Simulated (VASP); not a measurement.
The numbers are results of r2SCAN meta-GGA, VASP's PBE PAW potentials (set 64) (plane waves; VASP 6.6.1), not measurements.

The input files of a VASP run:

POSCAR:
```
Rb
1
   -2.8765806968     2.8765806968     2.8765806968
    2.8765806968    -2.8765806968     2.8765806968
    2.8765806968     2.8765806968    -2.8765806968
Rb
1
Direct
  0.0000000000   0.0000000000   0.0000000000
```

File KPOINTS:
```
Automatic mesh
0
gamma
10 10 10
0 0 0
```

### INCAR
```
# general
SYSTEM =Rb
PREC   =Normal
ENCUT  =400
LREAL  =.FALSE.
LASPH  =.TRUE.

# electronic loop
EDIFF  =1E-5
NELM   =100
NELMIN =4
ALGO   =Normal
LMAXMIX=4
LMIXTAU=.TRUE.

# smearing
ISMEAR =1
SIGMA  =0.1

# functional
METAGGA=R2SCAN

# ions
IBRION =2
NSW    =20
ISIF   =2
EDIFFG =-0.03

# output
LWAVE  =.FALSE.
LCHARG =.FALSE.
```

POTCAR, in this order: Rb_sv (PBE.64 set). Program: vasp_std.

### Question
Estimate the energy per atom (σ→0), band gap (on the k-mesh).

### Answer

```json
{
  "energy per atom (σ→0)": "-13916 meV/atom",
  "band gap (on the k-mesh)": "none (metal, semimetal or under 0.01 eV)"
}
```

**OSZICAR**
```
...
DAV:  23    -0.139165970997E+02   -0.14992E-03   -0.18128E-04   840   0.138E-01    0.294E-02
DAV:  24    -0.139165021445E+02    0.94955E-04   -0.58917E-05   792   0.838E-02    0.278E-02
DAV:  25    -0.139164630562E+02    0.39088E-04   -0.31868E-05   880   0.717E-02    0.160E-02
DAV:  26    -0.139164790394E+02   -0.15983E-04   -0.25821E-05   816   0.634E-02    0.149E-02
DAV:  27    -0.139164971366E+02   -0.18097E-04   -0.22133E-05   816   0.540E-02    0.124E-02
DAV:  28    -0.139164255798E+02    0.71557E-04   -0.82584E-05   784   0.850E-02    0.644E-03
DAV:  29    -0.139164200025E+02    0.55773E-05   -0.88507E-06  1000   0.354E-02
   1 F= -.13916420E+02 E0= -.13916113E+02  d E =-.139164E+02
```

The compound is Rb in the bcc structure. It was relaxed first, which changed the volume by +6 %.
